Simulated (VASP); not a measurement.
Runs of VASP 6.6.1 on TiTe2. Symmetry: P-3m1, No. 164, trigonal system. The conventional cell has a = 3.777 Å, b = 3.777 Å, c = 6.498 Å, α = 90.00°, β = 90.00°, γ = 120.00°. Around Ti (site symmetry -3m) lie 6 Te at 2.77 Å. Te (site symmetry 3m) is surrounded by 3 Ti at 2.77 Å. 

| level | potentials or basis | spin | k mesh | cutoff (eV) | grid for exact exchange (PRECFOCK) | screening parameter | mesh quality | gap on the mesh (eV) | pressure (GPa) | largest force (eV/Å) |
| --- | --- | --- | --- | --- | --- | --- | --- | --- | --- | --- |
| PBEsol | VASP PAW PBE potentials, release 64 (Ti_sv, Te) | SOC, no magnetisation | 9 × 9 × 5 | 520 | - | - | not flagged | - | -2.1 | (c) |
| r2SCAN | VASP PAW PBE potentials, release 64 (Ti_sv, Te) | off | 9 × 9 × 5 | 520 | - | - | not flagged | none | 1.1 | 0.18 |
| LDA | VASP PAW LDA potentials, release 64 (Ti_sv, Te) | off | 4 × 4 × 2 | 300 | - | - | coarse | none | - | 0.29 |
| HSE06 | VASP PAW PBE potentials, release 64 (Ti_sv, Te) | off | 5 × 5 × 3 | 520 | Fast | 0.2 1/A | coarse | none | -0.7 | 0.32 |
| PBE | VASP PAW PBE potentials, release 64 (Ti_sv, Te) | off | 9 × 9 × 5 | 520 | - | - | not flagged | none | (d) | 0.03 |
| PBEsol | VASP PAW PBE potentials, release 64 (Ti_sv, Te) | off | 9 × 9 × 5 | 520 | - | - | not flagged | none | -2.2 | (a) |
| LDA | VASP PAW LDA potentials, release 64 (Ti_sv, Te) | off | 9 × 9 × 5 | 520 | - | - | not flagged | none | (b) | 0.27 |

Alike in all rows: task single point; cell as given; smearing fermi-dirac 0.05 eV.

**Question.** Fill in the values left out.

**Answer.** (a) 0.10; (b) -4.0; (c) 0.09; (d) 0.9.

Caveats: some runs use coarse meshes; the PAW data sets were made with another functional, which shifts forces and pressure a little (some runs); this functional lacks dispersion, which binds the layers, so the pressure and a relaxed spacing across them are unreliable (some runs); the cutoff is under 1.25 times the usual one of these potentials, so pressure, stress and relaxed cells hold a basis-set (Pulay) error (some runs).

A k mesh can miss the band edges, and rows without SOC leave out spin-orbit coupling on Te.

A gap of «none» marks a metal or a gap under the smearing width.
